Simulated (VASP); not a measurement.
A VASP calculation is set up with these files.

### POSCAR
```
CaS
1
    0.0000000000     2.8581554102     2.8581554102
    2.8581554102     0.0000000000     2.8581554102
    2.8581554102     2.8581554102     0.0000000000
Ca S
1 1
Direct
  0.0000000000   0.0000000000   0.0000000000
  0.5000000000   0.5000000000   0.5000000000
```

**KPOINTS**
```
Automatic
0
G
 9 9 9
0 0 0
```

**INCAR**
```
ISIF=2
EDIFF=1E-7
PREC=Accurate
NELM=100   ! most electronic steps
NEDOS=601   ! DOS grid
LCHARG=.TRUE.
GGA=PE
ALGO=Normal
LORBIT=11
LREAL=.FALSE.
LWAVE=.FALSE.
LASPH=.TRUE.   ! aspherical one-centre terms
ENCUT=400   ! plane-wave cut-off (eV)
SYSTEM=CaS
ISMEAR=-5   ! tetrahedra, Bloechl
```

POTCAR, in this order: Ca_sv S (PBE.64 set). Program: vasp_std.

Question: Write an equivalent input for Ansatz.

Answer: One equivalent input (not run):
Ansatz 0.2 input:
```yaml
crystal:
  lattice:
    - [0.0000000, 2.8581554, 2.8581554]
    - [2.8581554, 0.0000000, 2.8581554]
    - [2.8581554, 2.8581554, 0.0000000]
  atoms:
    - { symbol: Ca, position: [0.0000000, 0.0000000, 0.0000000] }
    - { symbol: S, position: [0.5000000, 0.5000000, 0.5000000] }
kpoints:
  mp_grid: { grid: [9, 9, 9] }
hamiltonian:
  xc: pbe
  pseudopotentials: { kind: paw }
scf:
  occupations: { method: tetrahedron }
  max_iter: 100
output: { forces: true, stress: true, eigenvalues: true }
```
Limits of the translation: each code has its own PAW files, so the cut-off isn't converted (ENCUT is set for VASP's; basis.ecutwfc is left out, and Ansatz then takes the one that its files recommend); Ansatz stops its SCF on the density residual and VASP on the energy change (EDIFF).

The structure was generated: CaS was put into the rock salt type (Fm-3m), which need not be its known phase. It was relaxed first, which changed the volume by -16 %.
